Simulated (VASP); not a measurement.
Data:

```xyz
10
Lattice="2.6308 1.5189 4.6318 -2.6308 1.5189 4.6318 0.0000 -3.0378 4.6318" Properties=species:S:1:pos:R:3 pbc="T T T"
Li     0.0000     0.0000     3.9949
Li     0.0000     0.0000    10.9426
Nb     0.0000     0.0000     0.1779
Nb     0.0000     0.0000     7.1255
O      1.5929     0.2462     5.7897
O     -1.0097     1.2564     5.7897
O     -0.5832    -1.5026     5.7897
O      0.5832     1.5351     8.1056
O     -1.6211    -0.2625     8.1056
O      1.0378    -1.2727     8.1056
```

Level of theory: PBE GGA, VASP's PBE PAW potentials (set 64) (plane waves; VASP 6.6.1). Numerical set-up: 400 eV cut-off, 5×5×5 Γ-centred mesh shifted by (0.5, 0.5, 0.5), first-order Methfessel-Paxton smearing of 0.050 eV, potentials Li_sv Nb_sv O.

At this cut-off the stress carries a Pulay error, which pulls relaxed volumes low.

**Question.** Give the force on each atom (eV/Å).

**Answer.** 
```json
[
 {"atom": "Li1", "Fx": "0.000", "Fy": "0.000", "Fz": "0.066"},
 {"atom": "Li2", "Fx": "0.000", "Fy": "0.000", "Fz": "0.066"},
 {"atom": "Nb3", "Fx": "0.000", "Fy": "0.000", "Fz": "0.457"},
 {"atom": "Nb4", "Fx": "0.000", "Fy": "0.000", "Fz": "0.457"},
 {"atom": "O5", "Fx": "0.024", "Fy": "-0.196", "Fz": "-0.175"},
 {"atom": "O6", "Fx": "0.158", "Fy": "0.118", "Fz": "-0.175"},
 {"atom": "O7", "Fx": "-0.182", "Fy": "0.078", "Fz": "-0.175"},
 {"atom": "O8", "Fx": "0.182", "Fy": "0.078", "Fz": "-0.175"},
 {"atom": "O9", "Fx": "-0.158", "Fy": "0.118", "Fz": "-0.175"},
 {"atom": "O10", "Fx": "-0.024", "Fy": "-0.196", "Fz": "-0.175"}
]
```

**Question.** Give the stress tensor in GPa (positive for a compressed cell).

**Answer.** 
```
-6.95   0.00   0.00
 0.00  -6.95   0.00
 0.00   0.00  -6.36
```
The pressure is its mean diagonal, -6.75 GPa.

The structure was generated: LiNbO3 was put into an ordered model structure, which need not be its known phase. The cell was not relaxed at this level.
